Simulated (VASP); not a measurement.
Here is the system:

```
GaSb
1.0
    0.00000     3.02461     3.02461
    3.02461     0.00000     3.02461
    3.02461     3.02461     0.00000
Ga Sb
1 1
Cartesian
  0.00000   0.00000   0.00000
  4.53692   4.53692   4.53692
```

The numbers are results of LDA (Ceperley-Alder, Perdew-Zunger), VASP's LDA PAW potentials (set 64) (plane waves; VASP), not measurements. Numerical set-up: 400 eV cut-off, 7×7×7 Γ-centred mesh, Gaussian smearing of 0.050 eV, potentials Ga_d Sb.

Unless said otherwise, spin-orbit coupling is left out, though it shifts the bands of the heavy elements here.

Task: What does the run give for the energy per atom (σ→0), band gap (on the k-mesh) with the smallest direct gap where there is one?

Result: 
- band gap (on the k-mesh): 0.12 eV
- smallest direct gap (on the k-mesh): 0.12 eV
- energy per atom (σ→0): -4.329 eV/atom

Total energies compare only between runs with the same potentials, cut-off and functional.

The structure comes from a computed database's GaSb entry (F-43m); how it stands against other phases isn't given here. It was relaxed first. The start is the result of an earlier pass.
